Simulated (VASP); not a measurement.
Here is the system:

```yaml
crystal:
  lattice:
    - [0.00000, 3.27700, 3.27700]
    - [3.27700, 0.00000, 3.27700]
    - [3.27700, 3.27700, 0.00000]
  atoms:
    - { symbol: Hg, position: [0.00000, 0.00000, 0.00000] }
    - { symbol: Te, position: [0.25000, 0.25000, 0.25000] }
```

Level of theory: PBE GGA, VASP's PBE PAW potentials (set 64) (plane waves; VASP). Numerical set-up: 480 eV cut-off, 10×10×10 Γ-centred mesh, first-order Methfessel-Paxton smearing of 0.10 eV, potentials Hg Te.

Unless said otherwise, spin-orbit coupling is left out, though it shifts the bands of the heavy elements here.

Q: Estimate the energy per atom (σ→0), pressure, band gap (on the k-mesh) with the smallest direct gap where there is one.

A: 
```json
{
  "band gap (on the k-mesh)": "none (metal, semimetal or under 0.01 eV)",
  "energy per atom (σ→0)": "-175.3 kJ/mol-atom",
  "pressure": "1.75 GPa"
}
```

The compound is HgTe in the zinc blende structure. This cell was strained or had an atom moved on purpose.
